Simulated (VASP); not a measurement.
Given:

```yaml
crystal:
  lattice:
    - [1.43281, -2.48169, 0.00000]
    - [1.43281, 2.48169, 0.00000]
    - [0.00000, 0.00000, 2.79989]
  atoms:
    - { symbol: W, position: [0.00000, 0.00000, 0.00000] }
    - { symbol: C, position: [0.33333, 0.66667, 0.50000] }
```

The numbers are results of LDA (Ceperley-Alder, Perdew-Zunger), VASP's LDA PAW potentials (set 64) (plane waves; VASP), not measurements. Run with 620 eV cut-off, 15×15×13 Γ-centred mesh, first-order Methfessel-Paxton smearing of 0.10 eV, potentials W_sv C.

Unless said otherwise, spin-orbit coupling is left out, though it shifts the bands of the heavy elements here.

Task: What does the run give for the energy per atom (σ→0), pressure, band gap (on the k-mesh) with the smallest direct gap where there is one?

Result: 
```json
{
 "band gap (on the k-mesh)": "none (metal, semimetal or under 0.01 eV)",
 "energy per atom (σ→0)": "-12.344 eV/atom",
 "pressure": "10.15 GPa"
}
```

The absolute energy has meaning only against runs of the same code, potentials and settings.

The compound is WC in the wc structure. It was relaxed first under an external pressure of 10 GPa.
